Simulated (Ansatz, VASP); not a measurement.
# Mg3SeS2: VASP beside Ansatz

```
Mg Se S
1.0
     4.49907    0.00000    0.00000
    -2.24953    3.89631    0.00000
     0.00000    0.00000    7.27237
Mg Se S
3 1 2
Cartesian
  0.0000 0.0000 3.6362
  2.2495 1.2988 2.5850
  0.0000 2.5975 4.6874
  0.0000 0.0000 0.0000
  0.0000 2.5975 1.8775
  2.2495 1.2988 5.3948
```

Change from the starting cell: species swapped into the Li3NdAs2 type (P-3m1, No. 164).

Alike in both runs: task single point; functional PBE; k mesh 6 × 6 × 4; occupations gaussian, width 0.1 eV; no spin polarisation.

```csv
,VASP,Ansatz
version,VASP 6.6.1,Ansatz 0.2.0
potentials or method,"VASP PAW PBE potentials, release 64 (Mg, Se, S)","scalar-relativistic, plane waves, PAW"
plane-wave cutoff (eV),520,420
valence electrons in the cell,24,58
```

VASP gave:

* gap on the k mesh at the Fermi level (eV): none
* pressure (GPa): -0.5
* largest component of the traceless stress (GPa): 5.44
* rms of the force components (eV/Å): 0.660

Q: What did Ansatz give for the same quantities?

A: gap on the k mesh at the Fermi level (eV): none; pressure (GPa): -0.4; largest component of the traceless stress (GPa): 5.45; rms of the force components (eV/Å): 0.659.

Atom by atom the forces differ by 0.007 eV/Å (rms over components). A gap of «none» marks a metal or a gap that the smearing closes. The two sets of potentials don't hold the same shells in valence.

Caveats: forces of over 1 eV/Å show positions far from the minimum, so gaps and moduli don't describe the material at rest.
